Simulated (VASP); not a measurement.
Method: optB88-vdW, VASP's PBE PAW potentials (set 64) (plane waves; VASP).

VASP ran on this input.

**KPOINTS**
```
Automatic mesh
0
Gamma
12 12 12
0 0 0
```

### INCAR
```
SYSTEM = AlN
PREC = Accurate
ENCUT = 520
EDIFF = 1E-7
NELM = 100
ALGO = Normal
LREAL = .FALSE.
LASPH = .TRUE.
ISMEAR = -5
GGA = BO
PARAM1 = 0.1833333333
PARAM2 = 0.22
LUSE_VDW = .TRUE.
AGGAC = 0.0
LWAVE = .FALSE.
LCHARG = .TRUE.
LORBIT = 11
NEDOS = 601
ISIF = 2
```

File POSCAR:
```
AlN
2.19660
  0.0000000000   1.0000001658   1.0000001658
  1.0000001658   0.0000000000   1.0000001658
  1.0000001658   1.0000001658   0.0000000000
Al N
1 1
Direct
  0.0000000000   0.0000000000   0.0000000000
  0.2500000000   0.2500000000   0.2500000000
```

POTCAR, in this order: Al N (PBE.64 set). Program: vasp_std.

Output of the run:

OUTCAR:
```
 ion  position               nearest neighbor table
   1  0.000  0.000  0.000-   2 1.90   2 1.90   2 1.90   2 1.90
   2  0.250  0.250  0.250-   1 1.90   1 1.90   1 1.90   1 1.90
  LATTYP: Found a face centered cubic cell.
 ALAT       =     4.3932007284
 Subroutine PRICEL returns:
 Original cell was already a primitive cell.
 Subroutine GETGRP returns: Found 24 space group operations
The static configuration has the point symmetry T_d .
The dynamic configuration has the point symmetry T_d .
 Subroutine INISYM returns: Found 24 space group operations
 Subroutine IBZKPT returns following result:
 Found     72 irreducible k-points:

 Following reciprocal coordinates:
            Coordinates               Weight
  0.000000  0.000000  0.000000      1.000000
  0.083333  0.000000  0.000000      8.000000
  0.166667  0.000000  0.000000      8.000000
  0.250000  0.000000  0.000000      8.000000
  0.333333  0.000000  0.000000      8.000000
  0.416667  0.000000  0.000000      8.000000
  0.500000  0.000000  0.000000      4.000000
  0.083333  0.083333  0.000000      6.000000
  0.166667  0.083333  0.000000     24.000000
  0.250000  0.083333  0.000000     24.000000
  0.333333  0.083333  0.000000     24.000000
  0.416667  0.083333  0.000000     24.000000
  0.500000  0.083333  0.000000     24.000000
 -0.416667  0.083333  0.000000     24.000000
 -0.333333  0.083333  0.000000     24.000000
 -0.250000  0.083333  0.000000     24.000000
 -0.166667  0.083333  0.000000     24.000000
 -0.083333  0.083333  0.000000     12.000000
  0.166667  0.166667  0.000000      6.000000
  0.250000  0.166667  0.000000     24.000000
  0.333333  0.166667  0.000000     24.000000
  0.416667  0.166667  0.000000     24.000000
  0.500000  0.166667  0.000000     24.000000
 -0.416667  0.166667  0.000000     24.000000
...
```

**OSZICAR**
```
       N       E                     dE             d eps       ncg     rms          rms(c)
DAV:   1     0.122059470677E+02    0.12206E+02   -0.40468E+03  1240   0.821E+02
DAV:   2    -0.145245233317E+02   -0.26730E+02   -0.26317E+02  1544   0.145E+02
DAV:   3    -0.150223653930E+02   -0.49784E+00   -0.49784E+00  1336   0.250E+01
DAV:   4    -0.150240046612E+02   -0.16393E-02   -0.16393E-02  1696   0.133E+00
DAV:   5    -0.150240085857E+02   -0.39246E-05   -0.39246E-05  1400   0.467E-02    0.896E+00
DAV:   6    -0.123953786460E+02    0.26286E+01   -0.15702E+01  1280   0.254E+01    0.283E+00
DAV:   7    -0.123883989525E+02    0.69797E-02   -0.10870E-01  1200   0.362E+00    0.193E+00
DAV:   8    -0.123810722468E+02    0.73267E-02   -0.26608E-02  1296   0.221E+00    0.398E-01
DAV:   9    -0.123807384252E+02    0.33382E-03   -0.73757E-04  1616   0.236E-01    0.199E-01
DAV:  10    -0.123808574818E+02   -0.11906E-03   -0.25169E-04  1160   0.149E-01    0.286E-02
DAV:  11    -0.123808560291E+02    0.14527E-05   -0.34448E-06  1504   0.176E-02    0.103E-02
DAV:  12    -0.123808564976E+02   -0.46855E-06   -0.85984E-07  1176   0.932E-03    0.173E-03
DAV:  13    -0.123808564330E+02    0.64646E-07   -0.34491E-08   880   0.199E-03
   1 F= -.12380856E+02 E0= -.12380856E+02  d E =0.000000E+00
```

OUTCAR:
```
------------------------ aborting loop because EDIFF is reached ----------------------------------------
  FORCE on cell =-STRESS in cart. coord.  units (eV):
  Direction    XX          YY          ZZ          XY          YZ          ZX
  --------------------------------------------------------------------------------------
  Total        0.0003328      0.0003328      0.0003328      0.0000000      0.0000000      0.0000000
  in kB        0.0251548      0.0251548      0.0251548      0.0000000      0.0000000      0.0000000
  external PRESSURE =       0.0251548 kB  Pullay stress =       0.0000000 kB
  volume of cell :       21.20
      direct lattice vectors                 reciprocal lattice vectors
     0.000000000  2.196600364  2.196600364    -0.227624473  0.227624473  0.227624473
     2.196600364  0.000000000  2.196600364     0.227624473 -0.227624473  0.227624473
     2.196600364  2.196600364  0.000000000     0.227624473  0.227624473 -0.227624473
  FREE ENERGIE OF THE ION-ELECTRON SYSTEM (eV)
  ---------------------------------------------------
  free  energy   TOTEN  =       -12.3808564330 eV

  energy  without entropy=      -12.3808564330  energy(sigma->0) =      -12.38085643

 total charge

# of ion       s       p       d       tot
------------------------------------------
    1        0.362   0.435   0.000   0.796
    2        1.218   2.646   0.000   3.863
--------------------------------------------------
tot          1.579   3.080   0.000   4.660
```
(Selected blocks of OUTCAR.)

### OUTCAR
```
 val. band max:        5.6925263640   @ k =   0.0000   0.0000   0.0000

 cond. band min:       9.1710313763   @ k =   0.5000   0.5000   0.0000


 Fermi energy:         5.7243756295

 k-point     1 :       0.0000    0.0000    0.0000
  band No.  band energies     occupation
      1      -9.1115      2.00000
      2       5.6925      2.00000
      3       5.6925      2.00000
      4       5.6925      2.00000
      5       9.8941      0.00000
      6      18.1157      0.00000
      7      18.1157      0.00000
      8      18.1157      0.00000

 k-point     2 :       0.0833    0.0000    0.0000
  band No.  band energies     occupation
      1      -9.0120      2.00000
      2       5.1194      2.00000
      3       5.6565      2.00000
      4       5.6565      2.00000
      5      10.3677      0.00000
      6      17.8427      0.00000
      7      18.2138      0.00000
      8      18.2138      0.00000

 k-point     3 :       0.1667    0.0000    0.0000
  band No.  band energies     occupation
      1      -8.7240      2.00000
      2       3.8854      2.00000
      3       5.5614      2.00000
      4       5.5614      2.00000
      5      11.2881      0.00000
      6      17.2263      0.00000
      7      18.2849      0.00000
      8      18.2849      0.00000

 k-point     4 :       0.2500    0.0000    0.0000
  band No.  band energies     occupation
      1      -8.2833      2.00000
      2       2.5082      2.00000
      3       5.4391      2.00000
      4       5.4391      2.00000
      5      12.1185      0.00000
      6      16.5762      0.00000
      7      17.9218      0.00000
      8      17.9218      0.00000

 k-point     5 :       0.3333    0.0000    0.0000
  band No.  band energies     occupation
      1      -7.7659      2.00000
      2       1.2482      2.00000
      3       5.3244      2.00000
      4       5.3244      2.00000
      5      12.6639      0.00000
      6      16.0469      0.00000
      7      17.3569      0.00000
...
```

The compound is AlN in the zinc blende structure, a metastable form; wurtzite is the usual one. It was relaxed first.
